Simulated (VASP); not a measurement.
An input for Quantum ESPRESSO's pw.x (written as the equivalent of a VASP run, and not itself run):

```
&CONTROL
  calculation = 'scf'
  pseudo_dir = './pseudo'
  outdir = './out'
  tprnfor = .true.
  tstress = .true.
/
&SYSTEM
  ibrav = 0
  nat = 24
  ntyp = 2
  ecutwfc = 84
  occupations = 'smearing'
  smearing = 'fermi-dirac'
  degauss = 0.00735
  input_dft = 'pz'
/
&ELECTRONS
  conv_thr = 7.3e-08
  electron_maxstep = 100
/
ATOMIC_SPECIES
  Zn 65.380 Zn.upf
  O 15.999 O.upf
CELL_PARAMETERS angstrom
     3.1398570    0.0000000    0.0000000
     0.0000000   15.4071430    0.0000000
     0.0000000    0.0000000   19.5328880
ATOMIC_POSITIONS crystal
  Zn   0.7500000  0.0000000  0.4303810
  Zn   0.7500000  0.5000000  0.4303810
  Zn   0.2500000  0.8332500  0.3839680
  Zn   0.2500000  0.3332500  0.4767950
  Zn   0.2500000  0.1665000  0.3839680
  Zn   0.2500000  0.6665000  0.4767950
  Zn   0.2500000  0.0000000  0.5696190
  Zn   0.2500000  0.5000000  0.5696190
  Zn   0.7500000  0.8332500  0.5232050
  Zn   0.7500000  0.3332500  0.6160320
  Zn   0.7500000  0.1665000  0.5232050
  Zn   0.7500000  0.6665000  0.6160320
  O    0.7500000  0.8746000  0.4303810
  O    0.7500000  0.3746000  0.4303810
  O    0.2500000  0.7078500  0.3839680
  O    0.2500000  0.2078500  0.4767950
  O    0.2500000  0.0415000  0.3839680
  O    0.2500000  0.5415000  0.4767950
  O    0.2500000  0.8746000  0.5696190
  O    0.2500000  0.3746000  0.5696190
  O    0.7500000  0.7078500  0.5232050
  O    0.7500000  0.2078500  0.6160320
  O    0.7500000  0.0415000  0.5232050
  O    0.7500000  0.5415000  0.6160320
K_POINTS automatic
  7 2 1 0 0 0
```

Task: Write the VASP files for the same calculation (LDA).

Result: One answer among several that fit: 
POSCAR:
```
ZnO
1
    3.1398570000     0.0000000000     0.0000000000
    0.0000000000    15.4071430000     0.0000000000
    0.0000000000     0.0000000000    19.5328880000
Zn O
12 12
Direct
  0.7500000000   0.0000000000   0.4303810000
  0.7500000000   0.5000000000   0.4303810000
  0.2500000000   0.8332500000   0.3839680000
  0.2500000000   0.3332500000   0.4767950000
  0.2500000000   0.1665000000   0.3839680000
  0.2500000000   0.6665000000   0.4767950000
  0.2500000000   0.0000000000   0.5696190000
  0.2500000000   0.5000000000   0.5696190000
  0.7500000000   0.8332500000   0.5232050000
  0.7500000000   0.3332500000   0.6160320000
  0.7500000000   0.1665000000   0.5232050000
  0.7500000000   0.6665000000   0.6160320000
  0.7500000000   0.8746000000   0.4303810000
  0.7500000000   0.3746000000   0.4303810000
  0.2500000000   0.7078500000   0.3839680000
  0.2500000000   0.2078500000   0.4767950000
  0.2500000000   0.0415000000   0.3839680000
  0.2500000000   0.5415000000   0.4767950000
  0.2500000000   0.8746000000   0.5696190000
  0.2500000000   0.3746000000   0.5696190000
  0.7500000000   0.7078500000   0.5232050000
  0.7500000000   0.2078500000   0.6160320000
  0.7500000000   0.0415000000   0.5232050000
  0.7500000000   0.5415000000   0.6160320000
```

File KPOINTS:
```
Regular mesh
0
gamma
  7 2 1
0 0 0
```

### INCAR
```
SYSTEM = ZnO
PREC = Accurate
ENCUT = 400
EDIFF = 1E-6
NELM = 100
ALGO = Normal
LREAL = Auto
LASPH = .TRUE.
ISMEAR = -1
SIGMA = 0.1
LMAXMIX = 4
LWAVE = .FALSE.
LCHARG = .FALSE.
ISIF = 2
```

POTCAR, in this order: Zn O (LDA.64 set). Program: vasp_std.

What does not carry over: the potentials are each code's own (VASP's PAW set, PseudoDojo norm-conserving files in pw.x), so ENCUT and ecutwfc are chosen apart and not converted; conv_thr bounds pw.x's estimated SCF error, while EDIFF bounds the energy change between steps.

The cell is a sheet with vacuum, built from a generated structure.
